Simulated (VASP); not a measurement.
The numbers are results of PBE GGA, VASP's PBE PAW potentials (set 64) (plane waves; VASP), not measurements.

VASP input:

### POSCAR
```
Y
1
    1.8283887461    -3.1668624820    -0.0000000000
    1.8283887461     3.1668624820     0.0000000000
   -0.0000000000    -0.0000000000     5.6438095355
Y
2
Direct
  0.3333330000   0.6666670000   0.2500000000
  0.6666670000   0.3333330000   0.7500000000
```

File KPOINTS:
```
K-points
0
G
  10 10 6
```

### INCAR
```
NELM=100   # most electronic steps
LMAXMIX=4
ENCUT=480   # plane-wave cut-off (eV)
GGA=PE   # PBE
LCHARG=.FALSE.
EDIFF=1E-7   # SCF stop (eV)
ISIF=2   # forces and stress, cell fixed
LWAVE=.FALSE.
ALGO=Normal   # blocked Davidson
SYSTEM=Y
LASPH=.TRUE.
LREAL=.FALSE.
ISMEAR=1   # Methfessel-Paxton
PREC=Accurate
SIGMA=0.1   # width (eV)
```

POTCAR, in this order: Y_sv (PBE.64 set). Program: vasp_std.

### Question
What does the run give for the energy per atom (σ→0), band gap (on the k-mesh)?

### Answer

| Item | Result |
|---|---|
| energy per atom (σ→0) | -6.437 eV/atom |
| band gap (on the k-mesh) | none (metal, semimetal or under 0.01 eV) |

File OSZICAR:
```
...
DAV:   8    -0.128731281464E+02    0.98300E-02   -0.18054E-01  2002   0.276E+00    0.150E+00
DAV:   9    -0.128718913569E+02    0.12368E-02   -0.43057E-03  2397   0.464E-01    0.446E-01
DAV:  10    -0.128721314508E+02   -0.24009E-03   -0.26098E-03  1708   0.538E-01    0.488E-01
DAV:  11    -0.128719983439E+02    0.13311E-03   -0.25690E-04  1870   0.169E-01    0.540E-02
DAV:  12    -0.128719928000E+02    0.55440E-05   -0.38228E-05  1963   0.603E-02    0.189E-02
DAV:  13    -0.128719942887E+02   -0.14887E-05   -0.58074E-06  1848   0.241E-02    0.102E-03
DAV:  14    -0.128719943699E+02   -0.81171E-07   -0.18298E-07  1896   0.275E-03
   1 F= -.12871994E+02 E0= -.12873210E+02  d E =0.364623E-02
```

The compound is Y in the hcp structure. It was relaxed first.
